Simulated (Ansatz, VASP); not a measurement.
**One calculation of HfB3Ir, two programs**

```xyz
5
Lattice="3.6869 0.0000 0.0000 0.0000 3.6869 0.0000 0.0000 0.0000 3.6869" Properties=species:S:1:pos:R:3 pbc="T T T"
Hf    0.0000    0.0000    0.0000
B     0.0000    1.8435    1.8435
B     1.8435    1.8435    0.0000
B     1.8435    0.0000    1.8435
Ir    1.8435    1.8435    1.8435
```

Change from the starting cell: species swapped into the Mn3ZnC type (Pm-3m, No. 221).

Alike in both runs: task relaxation of cell and atoms; functional PBE; k mesh 6 × 6 × 6; occupations gaussian, width 0.1 eV; no spin polarisation.

|  | VASP | Ansatz |
| --- | --- | --- |
| version | VASP 6.6.1 | Ansatz 0.2.0 |
| potentials or method | VASP PAW PBE potentials, release 64 (Hf_pv, B, Ir) | scalar-relativistic, plane waves, PAW |
| plane-wave cutoff (eV) | 600 | 420 |
| valence electrons in the cell | 28 | 52 |

```csv
,VASP,Ansatz,Ansatz less VASP
"gap on the k mesh at the Fermi level, each at its own relaxed structure (eV)",none,none,-
relaxed volume (Å³/atom),13.26,13.23,-0.024
relaxed cell length with the largest relative difference (Å),4.047,4.045,-0.0025
energy change over the relaxation (meV/atom),-669,-655,+14.4
```

A gap of «none» marks a metal or a gap that the smearing closes. The two sets of potentials don't hold the same shells in valence.

Caveats: the volume moved by over 15 % at a fixed basis, so the end points are rough. Spin-orbit coupling is left out, which matters for the levels of Hf, Ir.
